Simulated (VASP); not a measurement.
Method: PBEsol GGA, VASP's PBE PAW potentials (set 64) (plane waves; VASP).

Gaps are without spin-orbit coupling.

Problem. Order these relaxed crystals by band gap, smallest first: Ga2O3, R-3c (167); TlIO3, R3m (160); BaTe, Fm-3m (225); MnF2, P4_2/mnm (136).

Solution. BaTe, Fm-3m (225) (1.40 eV), MnF2, P4_2/mnm (136) (2.05 eV), TlIO3, R3m (160) (2.25 eV), Ga2O3, R-3c (167) (2.66 eV)
